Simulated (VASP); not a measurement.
The system is Rb2HgBr3.

```
CELL_PARAMETERS angstrom
7.50156 0.00000 0.00000
-3.75078 6.49654 0.00000
0.00000 0.00000 4.05955
ATOMIC_POSITIONS crystal
Rb 0.33333 0.66667 0.00000
Rb 0.66667 0.33333 0.00000
Hg 0.00000 0.00000 0.00000
Br 0.50000 0.00000 0.50000
Br 0.50000 0.50000 0.50000
Br 0.00000 0.50000 0.50000
```

The cell was built by a generator and needn't be a form met in nature.

The cell isn't the ideal one: species swapped into the CeB2Ru3 type (P6/mmm, No. 191).

* Program: VASP 6.6.1
* Task: relaxation of cell and atoms
* Functional: PBE
* Potentials or basis: VASP PAW PBE potentials, release 64 (Rb_sv, Hg, Br)
* Cutoff: 600 eV
* k mesh: 3 × 3 × 4
* Occupations: gaussian, width 0.1 eV
* Spin: no spin polarisation

At the start: pressure 9.6 GPa; volume 32.97 Å³/atom.

How do energy, volume and symmetry change on relaxing?

Over 5 steps the energy falls by 371.6 meV/atom and the volume is 51.00 Å³/atom (+54.7 %); space group P6/mmm (No. 191, to 0.05 Å).

The path:
| step | energy change (eV) | largest force (eV/Å) | pressure (GPa) | volume (Å³) |
| --- | --- | --- | --- | --- |
| 1 | 0.0000 | 0.0000 | 9.56 | 197.84 |
| 2 | -2.0102 | 0.0000 | 1.74 | 259.49 |
| 3 | -2.1882 | 0.0000 | 0.63 | 282.03 |
| 4 | -2.1738 | 0.0000 | -0.55 | 330.84 |
| 5 | -2.2298 | 0.0000 | -0.09 | 306.00 |

Final structure:
```
Rb Hg Br
1.0
     8.45304    0.00000    0.00000
    -4.22652    7.32055    0.00000
     0.00000    0.00000    4.94500
Rb Hg Br
2 1 3
Direct
  0.33333 0.66667 0.00000
  0.66667 0.33333 0.00000
  0.00000 0.00000 0.00000
  0.50000 0.00000 0.50000
  0.50000 0.50000 0.50000
  0.00000 0.50000 0.50000
```

Caveat: the k mesh is coarse (spacing up to 0.39 Å⁻¹), so the values aren't converged; the volume moved by over 15 % at a fixed basis, so the end points are rough; an odd number of electrons without spin polarisation forces a metal; a magnetic or distorted state may lie lower.
